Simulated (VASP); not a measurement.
A convergence study with VASP on Au (fcc): one setting is varied, all else stays as given below, so the limit is that of these other settings.

```xyz
1
Lattice="0.0000 2.0400 2.0400 2.0400 0.0000 2.0400 2.0400 2.0400 0.0000" Properties=species:S:1:pos:R:3 pbc="T T T"
Au     0.0000     0.0000     0.0000
```

Computed with PBE GGA, VASP's PBE PAW potentials (set 64) (plane waves; VASP). The tightest run used: 550 eV cut-off, 25×25×25 Γ-centred mesh, first-order Methfessel-Paxton smearing of 0.10 eV, potentials Au.

```
setting        E (eV/atom)  pressure (GPa)  irreducible k-points
-------------  -----------  --------------  --------------------
1×1×1 mesh        -13.9367          -85.75                     1
2×2×2 mesh          0.2195           61.33                     3
3×3×3 mesh         -3.5785            3.03                     4
4×4×4 mesh         -2.9795           11.43                     8
5×5×5 mesh         -3.3036            8.50                    10
6×6×6 mesh         -3.1197           10.40                    16
7×7×7 mesh         -3.2473            8.85                    20
8×8×8 mesh         -3.1542           10.06                    29
9×9×9 mesh         -3.2191            9.00                    35
10×10×10 mesh      -3.1722            9.59                    47
11×11×11 mesh      -3.2032            9.11                    56
```

Question: These are the cheaper rows. Estimate the results at 25×25×25 mesh, and how far the last row shown lies from them.

Answer: 
| quantity | tightest run | last row shown is off by |
|---|---|---|
| E (eV/atom) | -3.1926 | -0.0106 |
| pressure (GPa) | 9.03 | 0.08 |

Left out are rungs that failed or repeat a setting and relaxations that didn't move; long series are thinned to 24 rows.

The compound is Au in the fcc structure. The cell was not relaxed at this level.
